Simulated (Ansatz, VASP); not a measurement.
# LaAgSb2 in two plane-wave programs

Wanted: the spread between two codes on one cell, functional and k mesh. The cell is a member of a volume series, scaled by 0.94 from a relaxed one, so a pressure remains.

Method: plane waves, with VASP 6.6.1 beside it; single point at PBEsol, in Ansatz 0.2.0.

**1. Set-up**

The structure is tetragonal, space group P4/nmm (No. 129). Conventional cell: a = 4.318 Å, b = 4.318 Å, c = 10.278 Å, α = 90.00°, β = 90.00°, γ = 90.00°. Nearest to La lie 8 Sb at 3.18 to 3.29 Å and 4 Ag at 3.43 Å. Nearest to Ag lie 4 Sb at 2.79 Å and 4 Ag at 3.05 Å and 4 La at 3.43 Å. Nearest to Sb lie 4 Ag at 2.79 Å and 4 La at 3.18 Å. Sb has 4 Sb at 3.05 Å and 4 La at 3.29 Å nearest. Farther neighbours are not listed.

As a file:

```xyz
8
Lattice="4.3181 0.0000 0.0000 0.0000 4.3181 0.0000 0.0000 0.0000 10.2784" Properties=species:S:1:pos:R:3 pbc="T T T"
La    0.0000    2.1591    2.6595
La    2.1591    0.0000    7.6189
Ag    0.0000    0.0000    0.0000
Ag    2.1591    2.1591    0.0000
Sb    0.0000    2.1591    8.5104
Sb    2.1591    0.0000    1.7680
Sb    0.0000    0.0000    5.1392
Sb    2.1591    2.1591    5.1392
```

**2. VASP: single point, PBEsol, volume scaled by 0.94**

With cell and atoms fixed, the geometry can't cause a difference; cores, projectors, grids and the points listed under the comparison can.

Lines of VASP's logs that name or quote its potential files are left out, and so is its time.

File INCAR:

```
SYSTEM = LaAgSb2
PREC = Accurate
ENCUT = 400
EDIFF = 1E-06
NELM = 100
ISMEAR = 0
SIGMA = 0.05
LREAL = .FALSE.
ALGO = Normal
GGA = PS
NBANDS = 40
LORBIT = 11
LWAVE = .FALSE.
LCHARG = .FALSE.
KPAR = 4
ISIF = 2
```

File POSCAR:

```
LaAgSb2
1.0
    4.3181181585      0.0000000000      0.0000000000
    0.0000000000      4.3181181585      0.0000000000
    0.0000000000      0.0000000000     10.2784398819
La Ag Sb
2 2 4
Direct
    0.0000000000      0.5000000000      0.2587479619
    0.5000000000      0.0000000000      0.7412520381
    0.0000000000      0.0000000000      0.0000000000
    0.5000000000      0.5000000000      0.0000000000
    0.0000000000      0.5000000000      0.8279882607
    0.5000000000      0.0000000000      0.1720117393
    0.0000000000      0.0000000000      0.5000000000
    0.5000000000      0.5000000000      0.5000000000
```

File KPOINTS:

```
Automatic mesh
0
Gamma
5 5 2
0 0 0
```

The projector-augmented-wave data sets are La, Ag and Sb (PBE family, release 64).

Run with:

```sh
$ mpirun -np 4 vasp_std
```

Numbers of over 12 decimals in the logs are rounded to 6 here.

What it wrote:

```text
[banner, memory and clock lines left out]
running    4 mpi-ranks, on    1 nodes
 distrk:  each k-point on    1 cores,    4 groups
 distr:  one band on    1 cores,    1 groups

 POSCAR found type information on POSCAR LaAgSb
 POSCAR found :  3 types and       8 ions
|                                                                             |
|               ----> ADVICE to this user running VASP <----                  |
|                                                                             |
|     You enforced a specific xc type in the INCAR file but a different       |
|     [... a line on the potential file left out ...]
|     I HOPE YOU KNOW WHAT YOU ARE DOING!                                     |
|                                                                             |

 LDA part: xc-table for (Slater+PW92), standard interpolation
 POSCAR, INCAR and KPOINTS ok, starting setup
 FFT: planning ... GRIDC
 FFT: planning ... GRID_SOFT
 FFT: planning ... GRID
 WAVECAR not read
 entering main loop
       N       E                     dE             d eps       ncg     rms          rms(c)
DAV:   1     0.564571797298E+03    0.56457E+03   -0.19783E+04   960   0.159E+03
DAV:   2     0.918836967691E+02   -0.47269E+03   -0.43670E+03  1152   0.334E+02
DAV:   3    -0.223315742680E+02   -0.11422E+03   -0.10900E+03  1392   0.165E+02
DAV:   4    -0.424827314097E+02   -0.20151E+02   -0.18947E+02  1792   0.657E+01
DAV:   5    -0.442648186046E+02   -0.17821E+01   -0.17011E+01  1672   0.204E+01    0.127E+01
DAV:   6    -0.415808040584E+02    0.26840E+01   -0.35780E+01  1712   0.443E+01    0.108E+01
DAV:   7    -0.415705462622E+02    0.10258E-01   -0.55839E+00  1536   0.179E+01    0.566E+00
DAV:   8    -0.415050179914E+02    0.65528E-01   -0.93817E-01  1632   0.619E+00    0.189E+00
DAV:   9    -0.414902234939E+02    0.14794E-01   -0.12847E-01  1600   0.275E+00    0.387E-01
DAV:  10    -0.414901159447E+02    0.10755E-03   -0.15689E-02  1704   0.782E-01    0.164E-01
DAV:  11    -0.414903232829E+02   -0.20734E-03   -0.28724E-03  1840   0.324E-01    0.672E-02
DAV:  12    -0.414903888926E+02   -0.65610E-04   -0.33354E-04  1624   0.882E-02    0.491E-02
DAV:  13    -0.414904599885E+02   -0.71096E-04   -0.33765E-04  1848   0.827E-02    0.197E-02
DAV:  14    -0.414904741940E+02   -0.14205E-04   -0.82369E-05  1904   0.399E-02    0.120E-02
DAV:  15    -0.414904783733E+02   -0.41793E-05   -0.42025E-05  1888   0.270E-02    0.382E-03
DAV:  16    -0.414904791778E+02   -0.80451E-06   -0.33296E-06  1120   0.854E-03
   1 F= -.41490479E+02 E0= -.41487900E+02  d E =-.515777E-02
```

OUTCAR, selected parts (step 2):

```text
ion  position               nearest neighbor table
   1  0.000  0.500  0.259-   6 3.18   6 3.18   6 3.18   6 3.18   7 3.29   8 3.29   8 3.29   7 3.29
                             4 3.43   3 3.43   4 3.43   3 3.43
   2  0.500  0.000  0.741-   5 3.18   5 3.18   5 3.18   5 3.18   8 3.29   8 3.29   7 3.29   7 3.29
                             3 3.43   4 3.43   4 3.43   3 3.43
   3  0.000  0.000  0.000-   5 2.79   6 2.79   5 2.79   6 2.79   4 3.05   4 3.05   4 3.05   4 3.05
                             2 3.43   1 3.43   2 3.43   1 3.43
   4  0.500  0.500  0.000-   5 2.79   6 2.79   6 2.79   5 2.79   3 3.05   3 3.05   3 3.05   3 3.05
                             1 3.43   2 3.43   2 3.43   1 3.43
   5  0.000  0.500  0.828-   3 2.79   4 2.79   3 2.79   4 2.79   2 3.18   2 3.18   2 3.18   2 3.18

  LATTYP: Found a simple tetragonal cell.
 ALAT       =     4.3181181585
 C/A-ratio  =     2.3803053795

 Subroutine GETGRP returns: Found 16 space group operations
 (whereof  8 operations were pure point group operations)

The static configuration has the point symmetry D_2d.
 The point group associated with its full space group is D_4h.

 Found     12 irreducible k-points:

   k-points           NKPTS =     12   k-points in BZ     NKDIM =     12   number of bands    NBANDS=     40

   dimension x,y,z NGX =    28 NGY =   28 NGZ =   70
   dimension x,y,z NGXF=    56 NGYF=   56 NGZF=  140

   ENCUT  =  400.0 eV  29.40 Ry    5.42 a.u.   7.04  7.04 16.76*2*pi/ulx,y,z

   NELECT =      64.0000    total number of electrons

 k-points in reciprocal lattice and weights: Automatic mesh
   0.00000000  0.00000000  0.00000000       0.020
   0.20000000  0.00000000  0.00000000       0.080
   0.40000000  0.00000000  0.00000000       0.080
   0.20000000  0.20000000  0.00000000       0.080
   0.40000000  0.20000000  0.00000000       0.160
   0.40000000  0.40000000  0.00000000       0.080
   0.00000000  0.00000000  0.50000000       0.020
   0.20000000  0.00000000  0.50000000       0.080
   0.40000000  0.00000000  0.50000000       0.080
   0.20000000  0.20000000  0.50000000       0.080
   0.40000000  0.20000000  0.50000000       0.160
   0.40000000  0.40000000  0.50000000       0.080

 average (electrostatic) potential at core
       1 -94.2812       2 -94.2812       3 -70.2445       4 -70.2445       5 -82.6839
       6 -82.6839       7 -82.8517       8 -82.8517

 E-fermi :   9.1439

 k-point     1 :       0.0000    0.0000    0.0000
  band No.  band energies     occupation
    ...
     26       6.2319      2.00000
     27       7.7326      2.00000
     28       7.7326      2.00000
     29       7.7810      2.00000
     30       8.5882      2.00000
     31       9.4763      0.00000
     32       9.6239      0.00000
     33       9.6239      0.00000
     34      10.7665      0.00000
     35      11.2729      0.00000
    ...

 k-point     2 :       0.2000    0.0000    0.0000
  band No.  band energies     occupation
    ...
     28       7.4526      2.00000
     29       7.8259      2.00000
     30       8.7851      2.00000
     31       8.8843      2.00000
     32       9.0972      1.81348
     33      10.3427      0.00000
     34      10.5515      0.00000
     35      10.6710      0.00000
     36      10.7906      0.00000
     37      11.1343      0.00000
    ...

 k-point     3 :       0.4000    0.0000    0.0000
  band No.  band energies     occupation
    ...
     28       7.9546      2.00000
     29       7.9812      2.00000
     30       7.9947      2.00000
     31       8.1831      2.00000
     32       8.3669      2.00000
     33       9.2022      0.09919
     34       9.6546      0.00000
     35      11.0200      0.00000
     36      11.2266      0.00000
     37      11.3558      0.00000
    ...

  Total        6.6986629      6.6986629      6.0069607      0.0000000      0.0000000      0.0000000
  in kB       55.9992823     55.9992823     50.2168106      0.0000000      0.0000000      0.0000000
  external PRESSURE =      54.0717918 kB  Pullay stress =       0.0000000 kB

  energy-cutoff  :      400.00
  volume of cell :      191.65
      direct lattice vectors                 reciprocal lattice vectors
     4.318118158  0.000000000  0.000000000     0.231582361  0.000000000  0.000000000
     0.000000000  4.318118158  0.000000000     0.000000000  0.231582361  0.000000000
     0.000000000  0.000000000 10.278439882     0.000000000  0.000000000  0.097291030

 POSITION                                       TOTAL-FORCE (eV/Angst)
 -----------------------------------------------------------------------------------
      0.00000      2.15906      2.65953         0.000000     -0.000000     -0.015171
      2.15906      0.00000      7.61891         0.000000      0.000000      0.015171
      0.00000      0.00000      0.00000         0.000000     -0.000000      0.000000
      2.15906      2.15906      0.00000        -0.000000      0.000000      0.000000
      0.00000      2.15906      8.51043         0.000000      0.000000     -0.265298
      2.15906      0.00000      1.76801        -0.000000     -0.000000      0.265298
      0.00000      0.00000      5.13922         0.000000     -0.000000      0.000000
      2.15906      2.15906      5.13922         0.000000      0.000000      0.000000
 -----------------------------------------------------------------------------------
    total drift:                                0.000000      0.000000     -0.000000

  FREE ENERGIE OF THE ION-ELECTRON SYSTEM (eV)
  ---------------------------------------------------
  free  energy   TOTEN  =       -41.4904791778 eV

  energy  without entropy=      -41.4853214043  energy(sigma->0) =      -41.48790029

 total charge
# of ion       s       p       d       f       tot
--------------------------------------------------
    1        2.028   5.622   0.825   0.153   8.628
    2        2.028   5.622   0.825   0.153   8.628
    3        0.430   0.393   9.140   0.000   9.963
    4        0.430   0.393   9.140   0.000   9.963
    5        1.131   1.366   0.037   0.000   2.533
    6        1.131   1.366   0.037   0.000   2.533
    7        1.176   1.258   0.037   0.000   2.471
    8        1.176   1.258   0.037   0.000   2.471
--------------------------------------------------
tot          9.531  17.278  20.076   0.306  47.189

[... 3 further parts left out ...]
```

The scan keeps the cell's shape and the fractional positions fixed.

**3. Ansatz: single point, PBEsol, volume scaled by 0.94**

Ansatz runs on its default PAW (the set named soft_2) files.

The same cell, functional, mesh and smearing now go to Ansatz, which takes its cutoff from its data sets.

File input.yaml:

```yaml
crystal:
  lattice:
    - [4.3181181585, 0.0, 0.0]
    - [0.0, 4.3181181585, 0.0]
    - [0.0, 0.0, 10.2784398819]
  atoms:
    - { symbol: La, position: [0.0, 0.5, 0.2587479619] }
    - { symbol: La, position: [0.5, 0.0, 0.7412520381] }
    - { symbol: Ag, position: [0.0, 0.0, 0.0] }
    - { symbol: Ag, position: [0.5, 0.5, 0.0] }
    - { symbol: Sb, position: [0.0, 0.5, 0.8279882607] }
    - { symbol: Sb, position: [0.5, 0.0, 0.1720117393] }
    - { symbol: Sb, position: [0.0, 0.0, 0.5] }
    - { symbol: Sb, position: [0.5, 0.5, 0.5] }
hamiltonian:
  xc: pbesol
  pseudopotentials: { kind: paw }
kpoints:
  mp_grid: { grid: [5, 5, 2] }
scf:
  occupations: { method: gaussian, width: 0.05 }
  n_extra_bands: 6
output:
  forces: true
  stress: true
  eigenvalues: true
```

Run with:

```sh
$ ansatz run input.yaml --threads 4 --pin off --max-ram 9216MiB --backend cpu --events-out ev --progress --plain --runs-dir out
```

What it wrote:

```text
scf.n_extra_bands = 6 over 60 filled bands (N_el = 120.0): the run solves 66 bands
Engine: ansatz 0.2.0, aarch64-unknown-linux-gnu
Pseudopotentials: kind: paw
Pseudopotential: La, paw, valence charge 11, recommended cutoff 420 eV (normal), La.paw.azcp
Pseudopotential: Ag, paw, valence charge 19, recommended cutoff 420 eV (normal), Ag.paw.azcp
Pseudopotential: Sb, paw, valence charge 15, recommended cutoff 420 eV (normal), Sb.paw.azcp
Functional definition: PBEsol
  exchange = pbesol_x
  correlation = pbesol_c
Crystal: 8 atoms, lattice volume = 191.653 Å³
Basis set: ecut = 420 eV, 3755 PW (Γ), exchange–correlation on 60×60×144 points (8 copies of the dense FFT grid, shifted against one another)
Bands: 66, of which v1, the nominal top of the filled ones, is band 60 counted from 1 (59 counted from 0)
Symmetry: 16 space group operations
Space group: P4/nmm (ITA 129), of the structure as read, at distance tolerance 5.8e-5 Å
k-points: 12 of 50
Non-local potential: La, projectors of the file, l = 0: 3, l = 1: 2, l = 2: 2, l = 3: 3
Non-local potential: Ag, projectors of the file, l = 0: 3, l = 1: 2, l = 2: 2, l = 3: 1
Non-local potential: Sb, projectors of the file, l = 0: 2, l = 1: 2, l = 2: 2, l = 3: 2
PAW form: soft (Blöchl's): semilocal exchange-correlation on the pseudo side does not see the compensation charge
PAW frozen core: La, regenerated for the run's functional, and the local potential with it (the file was generated under x = pbe(κ = 0.804, μ = 0.219515), c = pbe(β = 0.066725))
PAW frozen core: Ag, regenerated for the run's functional, and the local potential with it (the file was generated under x = pbe(κ = 0.804, μ = 0.219515), c = pbe(β = 0.066725))
PAW frozen core: Sb, regenerated for the run's functional, and the local potential with it (the file was generated under x = pbe(κ = 0.804, μ = 0.219515), c = pbe(β = 0.066725))
PAW one-centre angular grid: La, 590 points (default); XC on 64 Gauss nodes
PAW one-centre angular grid: Ag, 590 points (default); XC on 64 Gauss nodes
PAW one-centre angular grid: Sb, 590 points (default); XC on 64 Gauss nodes
Initial density: superposition of atomic densities (neutral atoms: chi_scale 0, normalization atom), corrected by the library's trained network
Initial wavefunctions: pseudopotential atomic-orbital guess
Functional: x = pbesol(κ = 0.804, μ = 0.123457), c = pbesol(β = 0.046)
SCF iter   1: F=—  HF=-53005.348401 eV  |F-HF|=—  |Δ(HF+E_count)|=         —  Δρ=6.53e-3  dr2=2.47e-1  ethr=1.77e-3  ⟨swp⟩=8.1  Hψ=3169  notcnv=0
preconditioner: auto → Kerker (q_TF=auto, 2.523 Å⁻¹)  [metal: Δε(μ)=0.023 eV  Ē_g=8.524 eV  σ=0.050 eV  W_gap=0.26  n_scr=56 (ndim 8)  ℏωp=20.8 eV  f_vac=0.000  D(μ)=4.62/eV (n_scr^D=30)]
SCF iter   2: F=—  HF=-53005.328753 eV  |F-HF|=—  |Δ(HF+E_count)|=   1.96e-2  Δρ=2.58e-3  dr2=6.12e-2  ethr=2.06e-4  ⟨swp⟩=2.5  Hψ=1280  notcnv=0  defer=12
preconditioner: auto → Resta (q_TF=auto, 2.523 Å⁻¹)  ε∞=6.9  [insulator: Δε(μ)=0.053 eV  Ē_g=8.564 eV  σ=0.050 eV  W_gap=0.55  n_scr=56 (ndim 8)  ℏωp=20.8 eV  f_vac=0.000  D(μ)=3.81/eV (n_scr^D=18)  ε∞_Penn≈6.9]
SCF iter   3: F=—  HF=-53005.321926 eV  |F-HF|=—  |Δ(HF+E_count)|=   6.83e-3  Δρ=8.27e-4  dr2=2.29e-3  ethr=5.10e-5  ⟨swp⟩=2.8  Hψ=1095  notcnv=0  defer=12
SCF iter   4: F=—  HF=-53005.321589 eV  |F-HF|=—  |Δ(HF+E_count)|=   3.37e-4  Δρ=3.32e-4  dr2=1.82e-4  ethr=1.91e-6  ⟨swp⟩=2.0  Hψ=1488  notcnv=0  defer=12
SCF iter   5: F=—  HF=-53005.321590 eV  |F-HF|=—  |Δ(HF+E_count)|=   1.01e-6  Δρ=5.57e-5  dr2=8.87e-6  ethr=1.52e-7  ⟨swp⟩=2.0  Hψ=1113  notcnv=0  defer=12
SCF iter   6: F=—  HF=-53005.321640 eV  |F-HF|=—  |Δ(HF+E_count)|=   5.07e-5  Δρ=1.74e-5  dr2=1.13e-6  ethr=7.39e-9  ⟨swp⟩=2.2  Hψ=1423  notcnv=0  defer=19
SCF iter   7: F=-53005.321640 eV  HF=-53005.321640 eV  |F-HF|=5.44e-8  |Δ(HF+E_count)|=   7.98e-8  Δρ=5.14e-6  dr2=8.28e-8  ethr=8.33e-11  ⟨swp⟩=11.2  Hψ=4785  notcnv=0
SCF 1 converged in 7 iterations: F = -53005.321640 eV  dr2 = 8.28e-8
  greatest PAW one-centre occupation: 1.001 electrons in one spin orbital (limit 2), on the Ag atom at site 3 (counted from 0), in its partial waves of l = 0
SCF converged after 7 iterations
Free energy (F): -53005.321640 eV
Harris-Foulkes:  -53005.321640 eV  (|F-HF|=5.44e-8)
Internal energy: -53005.316640 eV  (E = F + TS)
E sigma→0 (E₀):  -53005.319140 eV
Entropy (-TS):   -0.005000 eV (-0.625 meV/atom)
Fermi energy:    13.700932 eV
--- Per-component energies (eV) ---
  E_band       = -1065.618227
  E_kinetic    = 2284.958528
  E_local      = -13932.416739  (includes V_loc(G=0)·N_el)
  E_nonlocal   = 1819.690935
  E_hartree    = 6430.499203
  E_xc         = -1202.906105
  E_vxc        = -1161.749375  (∫ρ·V_xc dr)
  E_paw        = -36330.269700  (= ΣΔE_a)
  E_vpaw       = -2937.095701  (= ΣTr[D̂ρ^β])
  E_aug_tail   = 0.000574  (compensation charges beyond the density's cutoff)
  E_ewald      = -12077.185261
  E_core_change = 2.311925  (= ΣΔE_core)
  E_smearing   = -0.005000  (= −TS)
  E_closure    = -0.000000  (closes the sum)
  Σ components = -53005.321640   (vs F -53005.321640, Δ=0.00e0)
--- Forces (eV/Å), atoms counted from 1 ---
  atom   1  La    -0.00000000     0.00000000    -0.01888196
  atom   2  La     0.00000000     0.00000000     0.01888196
  atom   3  Ag     0.00000000     0.00000000    -0.00000000
  atom   4  Ag    -0.00000000     0.00000000     0.00000000
  atom   5  Sb     0.00000000     0.00000000    -0.26418866
  atom   6  Sb    -0.00000000     0.00000000     0.26418866
  atom   7  Sb     0.00000000     0.00000000     0.00000000
  atom   8  Sb     0.00000000     0.00000000    -0.00000000
  max |Σ_I F_I| component: 1.55e-25 eV/Å
--- Stress (GPa, compression-positive) ---
        5.666698      -0.000000      -0.000000
       -0.000000       5.666698       0.000000
       -0.000000       0.000000       5.160866
  P = ⅓ Tr σ = 5.4981 GPa (54.981 kbar)
--- Band table (eV; the first three rows and the last of 12) ---
  k-point 0: bands = [... 56 lower, 12.3526, 13.1535, 14.0495, 14.1739, 14.1739, 15.2728, 15.8171, 15.8182, ... 2 higher]
  k-point 1: bands = [... 56 lower, 12.5426, 12.5467, 13.8126, 14.2505, 14.2505, 15.2271, 15.6311, 15.8398, ... 2 higher]
  k-point 2: bands = [... 56 lower, 12.3947, 13.3455, 13.4458, 13.6554, 14.9067, 15.0923, 15.2066, 15.3446, ... 2 higher]
  k-point 11: bands = [... 56 lower, 11.8450, 11.8944, 12.1494, 12.5471, 15.4076, 15.5768, 15.8460, 15.9217, ... 2 higher]
```

The job ended after 2.8 s (4 threads of Arm Neoverse V1, shared host; peak memory 0.65 GiB).

The run ends at a pressure of 5.50 GPa, with forces up to 0.26 eV/Å.

**4. Side by side**

Known differences besides the potentials themselves: the data sets hold 120 valence electrons in Ansatz (default PAW (the set named soft_2) files) and 64 in VASP; the cutoff is 420 eV in Ansatz and 400 eV in VASP; Ansatz makes its cores anew for this functional, VASP keeps those of its PBE data sets; VASP leaves aspherical gradient terms in its spheres out (LASPH is not set), Ansatz keeps them. Total energies have different zeros and are not compared.

Both answers:

```csv
quantity,Ansatz,VASP,difference
pressure (GPa),5.50,5.41,+0.09
```

Forces (eV/Å; atoms numbered as in POSCAR):

```csv
atom,"Ansatz x, y, z","VASP x, y, z"
La1,"0.000, 0.000, -0.019","0.000, 0.000, -0.015"
La2,"0.000, 0.000, 0.019","0.000, 0.000, 0.015"
Ag3,"0.000, 0.000, 0.000","0.000, 0.000, 0.000"
Ag4,"0.000, 0.000, 0.000","0.000, 0.000, 0.000"
Sb5,"0.000, 0.000, -0.264","0.000, 0.000, -0.265"
Sb6,"0.000, 0.000, 0.264","0.000, 0.000, 0.265"
Sb7,"0.000, 0.000, 0.000","0.000, 0.000, 0.000"
Sb8,"0.000, 0.000, 0.000","0.000, 0.000, 0.000"
```

The forces differ by 1.1 meV/Å r.m.s., which is 1.5 % of the r.m.s. force of 0.08 eV/Å (both taken over all components). Ansatz's pressure holds a Pulay correction of 0.03 GPa; VASP's holds none.

(Part 1 of 2 ends here.)

[Lines on the potential files, build, host, timing and source positions are cut from VASP's logs without a mark.]

[Logs are printed without paths, hosts, clocks, repeated set-up lines and the standing remarks that a program may print on its own settings, such as how far it seeks lower states.]

[Hosts, paths, dates, database ids (printed as entryN), source tags and the programs' standing remarks are cut or masked in the printed files.]
